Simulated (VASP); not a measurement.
K (bcc) is relaxed at rising pressure, each step from the one before. Symmetry mostly holds the structure type, and other phases were not tried. The mesh follows the cell, and a change of mesh leaves a small step in the series.

Given:

```cif
data_K2
_chemical_formula_sum 'K2'
_space_group_name_H-M_alt 'Im-3m'
_space_group_IT_number 229
_space_group_name_Hall '-I 4 2 3'
_cell_length_a 5.04143
_cell_length_b 5.04143
_cell_length_c 5.04143
_cell_angle_alpha 90.000
_cell_angle_beta 90.000
_cell_angle_gamma 90.000
loop_
_atom_site_label
_atom_site_type_symbol
_atom_site_symmetry_multiplicity
_atom_site_Wyckoff_symbol
_atom_site_fract_x
_atom_site_fract_y
_atom_site_fract_z
_atom_site_occupancy
K1 K 2 a 0.00000 0.00000 0.00000 1
```
(The calculation used a cell of 1 atom; values per cell refer to that cell.)

The numbers are results of LDA (Ceperley-Alder, Perdew-Zunger), VASP's LDA PAW potentials (set 64) (plane waves; VASP), not measurements. Settings: 500 eV cut-off, 10×10×10 Γ-centred mesh, first-order Methfessel-Paxton smearing of 0.10 eV, potentials K_sv.

```csv
P (GPa),V (Å³/atom),H − H(0) (eV/atom),space group,gap on the mesh (eV),k-mesh
0,64.07,0.000,Im-3m,0.00,10×10×10
5,…,…,Im-3m,0.00,12×12×12
10,…,…,Im-3m,0.00,13×13×13
20,25.35,4.437,Im-3m,0.00,14×14×14
30,19.96,5.845,Im-3m,0.00,15×15×15
45,14.85,7.463,Im-3m,0.00,16×16×16
```

**Question.** Complete the blanks.

**Answer.** 
- 5, V (Å³/atom): 40.28
- 5, H − H(0) (eV/atom): 1.514
- 10, V (Å³/atom): 32.88
- 10, H − H(0) (eV/atom): 2.637

Pressures at which the relaxation failed are left out.

The compound is K in the bcc structure.
